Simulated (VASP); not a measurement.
Input:

```xyz
8
Lattice="3.5650 0.0000 0.0000 -1.7825 3.0873 0.0000 0.0000 0.0000 16.0219" Properties=species:S:1:pos:R:3 pbc="T T T"
Ga     0.0000     2.0582     5.2214
Ga     1.7825     1.0291    10.8005
Ga     1.7825     1.0291    13.2323
Ga     0.0000     2.0582     2.7895
S      0.0000     2.0582    14.3190
S      1.7825     1.0291     1.7029
S      1.7825     1.0291     6.3080
S      0.0000     2.0582     9.7139
```

Calculation: PBEsol GGA, VASP's PBE PAW potentials (set 64) (plane waves; VASP). Settings: 400 eV cut-off, Gaussian smearing of 0.050 eV, potentials Ga_d S.

Without a dispersion term in the relaxation, distances and binding between the weakly bound layers, chains or molecules are unreliable, and so is what depends on them.

Problem. Give the energies of bands 29 to 42 at the high-symmetry points, in eV from the valence-band maximum.

Solution. 
| band | Γ | M | K | A | L | H |
|---|---|---|---|---|---|---|
| 29 | -1.35 | -3.85 | -4.85 | -1.33 | -3.69 | -4.81 |
| 30 | -1.35 | -3.48 | -4.74 | -1.33 | -3.69 | -4.81 |
| 31 | -1.30 | -2.72 | -4.46 | -1.33 | -2.69 | -4.38 |
| 32 | -1.30 | -2.64 | -4.32 | -1.33 | -2.69 | -4.38 |
| 33 | -1.25 | -2.61 | -2.84 | -1.22 | -2.45 | -2.81 |
| 34 | -1.25 | -2.50 | -2.84 | -1.22 | -2.45 | -2.81 |
| 35 | -1.20 | -2.41 | -2.15 | -1.22 | -2.41 | -2.27 |
| 36 | -1.20 | -2.24 | -2.15 | -1.22 | -2.41 | -2.27 |
| 37 | -1.18 | -1.96 | -1.87 | -0.59 | -1.78 | -1.79 |
| 38 | 0.00 | -1.60 | -1.87 | -0.59 | -1.78 | -1.79 |
| 39 | 1.94 | 1.75 | 1.93 | 2.29 | 1.92 | 2.10 |
| 40 | 2.52 | 2.01 | 2.31 | 2.29 | 1.92 | 2.10 |
| 41 | 3.10 | 2.13 | 3.47 | 3.15 | 2.27 | 3.38 |
| 42 | 3.21 | 2.52 | 3.47 | 3.15 | 2.27 | 3.38 |

The gap is indirect, 1.75 eV, from the valence maximum at Γ to the conduction minimum at M.

The structure comes from a computed database's GaS entry (P6_3/mmc); how it stands against other phases isn't given here. It was relaxed first.
